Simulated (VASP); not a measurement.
Crystal: Sc.

```
Sc
1.0
     3.30900    0.00000    0.00000
    -1.65450    2.86568    0.00000
     0.00000    0.00000    5.27330
Sc
2
Direct
  0.33333 0.66667 0.25000
  0.66667 0.33333 0.75000
```

- Program: VASP 6.6.1
- Task: relaxation of cell and atoms
- Functional: PBE
- Dispersion: D3(BJ)
- Potentials or basis: VASP PAW PBE potentials, release 64 (Sc_sv)
- Cutoff: 600 eV
- k mesh: 15 × 15 × 7
- Occupations: methfessel-paxton, width 0.1 eV
- Spin: no spin polarisation

At the start: pressure -3.2 GPa; volume 25.00 Å³/atom.

Question: How do energy, volume and symmetry change on relaxing?

Answer: Over 7 steps the energy falls by 18.9 meV/atom and the volume is 23.50 Å³/atom (-6.0 %); space group P6_3/mmc (No. 194, to 0.05 Å).

The path:
| step | energy change (eV) | largest force (eV/Å) | pressure (GPa) | volume (Å³) |
| --- | --- | --- | --- | --- |
| 1 | 0.0000 | 0.0000 | -3.20 | 50.00 |
| 2 | -0.0350 | 0.0000 | 0.69 | 46.47 |
| 3 | -0.0356 | 0.0000 | 0.19 | 46.86 |
| 4 | -0.0376 | 0.0000 | 0.11 | 46.91 |
| 5 | -0.0379 | 0.0000 | 0.09 | 46.94 |
| 6 | -0.0379 | 0.0000 | 0.05 | 46.94 |
| 7 | -0.0379 | 0.0000 | -0.01 | 47.00 |

Final structure:
```cif
data_structure
_symmetry_space_group_name_H-M 'P 1'
_symmetry_Int_Tables_number 1
_cell_length_a 3.2730
_cell_length_b 3.2730
_cell_length_c 5.0663
_cell_angle_alpha 90.000
_cell_angle_beta 90.000
_cell_angle_gamma 120.000
_cell_volume 47.00
loop_
_atom_site_label
_atom_site_type_symbol
_atom_site_fract_x
_atom_site_fract_y
_atom_site_fract_z
_atom_site_occupancy
Sc1 Sc 0.33333 0.66667 0.25000 1
Sc2 Sc 0.66667 0.33333 0.75000 1
```

Caveat: pairwise dispersion overbinds metals, which lowers pressure and volume.
